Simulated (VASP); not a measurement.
Data:

```xyz
4
Lattice="4.2730 0.0000 0.0000 -2.1365 3.7005 0.0000 0.0000 0.0000 7.0041" Properties=species:S:1:pos:R:3 pbc="T T T"
Sn     2.1365     1.2335     0.0025
Sn     0.0000     2.4670     3.5046
Ge     2.1365     1.2335     4.3764
Ge     0.0000     2.4670     0.8744
```

Calculation: LDA (Ceperley-Alder, Perdew-Zunger), VASP's LDA PAW potentials (set 64) (plane waves; VASP). Numerical set-up: 400 eV cut-off, Gaussian smearing of 0.050 eV, potentials Sn_d Ge_d.

Question: Give the energies of bands 23 to 32 at the high-symmetry points, in eV from the Fermi level.

Answer: 
```json
[
 {"band": "23", "Γ": "-6.90", "M": "-7.70", "K": "-6.93", "A": "-4.39", "L": "-7.15", "H": "-7.39"},
 {"band": "24", "Γ": "-1.29", "M": "-6.17", "K": "-6.93", "A": "-4.39", "L": "-7.15", "H": "-7.39"},
 {"band": "25", "Γ": "-1.29", "M": "-4.07", "K": "-4.44", "A": "-0.71", "L": "-2.22", "H": "-3.79"},
 {"band": "26", "Γ": "-0.48", "M": "-2.75", "K": "-3.05", "A": "-0.71", "L": "-2.22", "H": "-3.79"},
 {"band": "27", "Γ": "-0.24", "M": "-2.44", "K": "-3.05", "A": "-0.71", "L": "-2.13", "H": "-1.74"},
 {"band": "28", "Γ": "0.01", "M": "-1.25", "K": "-2.80", "A": "-0.71", "L": "-2.13", "H": "-1.74"},
 {"band": "29", "Γ": "0.18", "M": "0.54", "K": "1.51", "A": "0.45", "L": "0.49", "H": "1.20"},
 {"band": "30", "Γ": "0.18", "M": "1.43", "K": "4.06", "A": "0.45", "L": "0.49", "H": "1.20"},
 {"band": "31", "Γ": "2.22", "M": "3.27", "K": "4.06", "A": "3.21", "L": "2.08", "H": "3.85"},
 {"band": "32", "Γ": "2.22", "M": "3.56", "K": "4.65", "A": "3.21", "L": "2.08", "H": "3.85"}
]
```

It has no gap at this level: it comes out as a metal or semimetal.

The structure was generated: SnGe was put into the wurtzite type (P6_3mc), which need not be its known phase. It was relaxed first, which changed the volume by -12 %.
